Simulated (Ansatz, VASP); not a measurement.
# W (W wire along [110], 23 atoms a period): VASP beside Ansatz, part 3 of 3

Aim: how closely do two programs agree when they are given the same cell, functional and k mesh? Of the first pair: The structure shown is the start of the Ansatz relaxation below; VASP solves that cell, so the two are compared at the walk's first step.

VASP 6.6.1 and Ansatz 0.2.0.

So far. Step 4 (Differences): The forces differ by 96 meV/Å r.m.s., which is 7.8 % of the r.m.s. force of 1.222 eV/Å (both taken over all components).

## (6) VASP: single point, PBE, relaxed cell, pair 2

Level of this step: PBE; plane waves and PAW (W) (VASP).

The same cell, functional, mesh and smearing now go to VASP, with its own data sets.

INCAR

```
SYSTEM = W
PREC = Accurate
ENCUT = 600
EDIFF = 1E-06
NELM = 120
ISMEAR = -1
SIGMA = 0.05
LREAL = .FALSE.
ALGO = Normal
GGA = PE
NBANDS = 92
LASPH = .TRUE.
LORBIT = 11
LWAVE = .FALSE.
LCHARG = .FALSE.
ISIF = 2
GGA_COMPAT = .FALSE.
KPAR = 4
```

POSCAR

```
W
1.0
   16.3100000000      0.0000000000      0.0000000000
    0.0000000000     15.7660000000      0.0000000000
    0.0000000000      0.0000000000      4.3600767848
W
23
Direct
    0.2983755072      0.5000036150      0.0000000000
    0.4014102737      0.6432673677      0.0000000000
    0.5000000000      0.5000036150      0.0000000000
    0.5000000000      0.7791533154      0.0000000000
    0.5985897263      0.6432673677      0.0000000000
    0.7016244928      0.5000036150      0.0000000000
    0.2136224428      0.5000036150      0.5000000000
    0.3086346436      0.3679556193      0.5000000000
    0.3086346436      0.6320516107      0.5000000000
    0.4069056950      0.2285805354      0.5000000000
    0.4006546516      0.5000036150      0.5000000000
    0.4069056950      0.7714266946      0.5000000000
    0.5000000000      0.3556176837      0.5000000000
    0.5000000000      0.6443895463      0.5000000000
    0.5930943050      0.2285805354      0.5000000000
    0.5993453484      0.5000036150      0.5000000000
    0.5930943050      0.7714266946      0.5000000000
    0.6913653564      0.3679556193      0.5000000000
    0.6913653564      0.6320516107      0.5000000000
    0.7863775572      0.5000036150      0.5000000000
    0.4014102737      0.3567398623      0.0000000000
    0.5000000000      0.2208539146      0.0000000000
    0.5985897263      0.3567398623      0.0000000000
```

KPOINTS

```
Automatic mesh
0
Gamma
1 1 18
0 0 0
```

Potentials, in the order of the species: W (PBE family, release 64).

On the command line:

```
> mpirun -np 4 vasp_std
```

Numbers of over 12 decimals in the logs are rounded to 6 here.

The log of the run:

```text
[banner, memory and clock lines left out]
running    4 mpi-ranks, on    1 nodes
[...]
[... a notice as in an earlier step ...]

 LDA part: xc-table for (Slater+PW92), standard interpolation
 POSCAR, INCAR and KPOINTS ok, starting setup
[...]
entering main loop
       N       E                     dE             d eps       ncg     rms          rms(c)
DAV:   1     0.747839343996E+03    0.74784E+03   -0.52903E+04  1848   0.131E+03
DAV:   2    -0.158553300905E+03   -0.90639E+03   -0.83778E+03  2576   0.254E+02
DAV:   3    -0.279390034834E+03   -0.12084E+03   -0.11558E+03  2400   0.887E+01
DAV:   4    -0.288399424922E+03   -0.90094E+01   -0.87749E+01  2928   0.207E+01
[...]
DAV:  29    -0.266286883348E+03   -0.27709E-05   -0.18488E-07  1344   0.119E-03    0.123E-03
DAV:  30    -0.266286885235E+03   -0.18870E-05   -0.16453E-07  1320   0.912E-04    0.562E-04
DAV:  31    -0.266286885754E+03   -0.51925E-06   -0.62504E-08  1248   0.706E-04
   1 F= -.26628689E+03 E0= -.26618099E+03  d E =-.211786E+00
```

From OUTCAR (step 6):

```text
  Total       -7.7840117     -8.2869814     -7.9920478      0.0000000      0.0000000      0.0000000
  in kB      -11.1235764    -11.8423346    -11.4208660      0.0000000      0.0000000      0.0000000
  external PRESSURE =     -11.4622590 kB  Pullay stress =       0.0000000 kB

 POSITION                                       TOTAL-FORCE (eV/Angst)
 -----------------------------------------------------------------------------------
      4.86650      7.88306      0.00000        -0.045165     -0.000000      0.000000
      6.54700     10.14175      0.00000         0.034438     -0.024513     -0.000000
      8.15500      7.88306      0.00000        -0.000000     -0.000000      0.000000
      8.15500     12.28413      0.00000        -0.000000     -0.210994      0.000000
      9.76300     10.14175      0.00000        -0.034438     -0.024513     -0.000000
     11.44350      7.88306      0.00000         0.045165     -0.000000     -0.000000
      3.48418      7.88306      2.18004         0.424556     -0.000000      0.000000
      5.03383      5.80119      2.18004         0.206591      0.241356     -0.000000
      5.03383      9.96493      2.18004         0.206591     -0.241356      0.000000
      6.63663      3.60380      2.18004         0.280248      0.313468      0.000000
      6.53468      7.88306      2.18004        -0.137345     -0.000000      0.000000
      6.63663     12.16231      2.18004         0.280248     -0.313468      0.000000
      8.15500      5.60667      2.18004        -0.000000     -0.379385      0.000000
      8.15500     10.15945      2.18004        -0.000000      0.379385     -0.000000
[...]
-----------------------------------------------------------------------------------
    total drift:                               -0.000000     -0.151765      0.000000

  FREE ENERGIE OF THE ION-ELECTRON SYSTEM (eV)
  ---------------------------------------------------
  free  energy   TOTEN  =      -266.2868857540 eV

  energy  without entropy=     -266.0750998069  energy(sigma->0) =     -266.18099278

[... 1 part as in an earlier step ...]

[... 2 further parts left out ...]
[key lines of the parts left out:]
E-fermi :  -0.0312
```

## (7) Differences

What differs besides the data sets and the points named for the pairs above, as far as they apply: the data sets hold 322 valence electrons in Ansatz (on its PAW soft_1 files) and 138 in VASP; the cutoff is 420 eV in Ansatz and 600 eV in VASP; Ansatz's pressure holds a Pulay correction, VASP's none. Total energies have different zeros and are not compared.

Both answers:

| quantity | Ansatz | VASP | difference |
| --- | --- | --- | --- |
| pressure (GPa) | -0.03 | -1.15 | +1.11 |

Forces on 7 of the 23 atoms, those with the largest forces and the largest differences (eV/Å; atoms numbered as in POSCAR):

| atom | Ansatz x, y, z | VASP x, y, z |
| --- | --- | --- |
| W7 | 0.017, 0.000, 0.000 | 0.425, 0.000, 0.000 |
| W10 | 0.027, 0.010, 0.000 | 0.280, 0.313, 0.000 |
| W12 | 0.027, -0.010, 0.000 | 0.280, -0.313, 0.000 |
| W13 | 0.000, 0.002, 0.000 | 0.000, -0.379, 0.000 |
| W15 | -0.027, 0.010, 0.000 | -0.280, 0.313, 0.000 |
| W17 | -0.027, -0.010, 0.000 | -0.280, -0.313, 0.000 |
| W20 | -0.017, 0.000, 0.000 | -0.425, 0.000, 0.000 |

The forces differ by 164 meV/Å r.m.s., where the r.m.s. force is 0.010 eV/Å in Ansatz and 0.166 eV/Å in VASP: the atoms lie near their places of rest in Ansatz, so a percentage would say little (all taken over all components).

## (8) Outcome

| Item | Value |
| --- | --- |
| r.m.s. force difference (single point, PBE, start cell, pair 1) | 7.8 % of the r.m.s. force |
| r.m.s. force difference (single point, PBE, relaxed cell, pair 2) | 164 meV/Å |
| difference in pressure (single point, PBE, relaxed cell, pair 2) | 1.1 GPa |

The r.m.s. force difference is 164 meV/Å (single point, PBE, relaxed cell, pair 2), beyond the 12 meV/Å picked in this series as the mark of a large difference. The data sets hold unlike numbers of valence electrons (322 in Ansatz and 138 in VASP), so part of the differences comes from the potentials. What causes the difference of the single point, PBE, start cell, pair 1 pair stays open here. By the marks of this series, far apart in the single point, PBE, relaxed cell, pair 2 pair: the r.m.s. force difference, 164 meV/Å and the difference in pressure, 1.1 GPa. What causes the difference of the single point, PBE, relaxed cell, pair 2 pair stays open here. How closely two codes agree says nothing of how well the functional describes the real material.

[Lines on the potential files, build, host, timing and source positions are cut from VASP's logs without a mark.]

[Logs are printed without paths, hosts, clocks, repeated set-up lines and the standing remarks that a program may print on its own settings, such as how far it seeks lower states.]

[Hosts, paths, dates, database ids (printed as entryN), source tags and the programs' standing remarks are cut or masked in the printed files.]
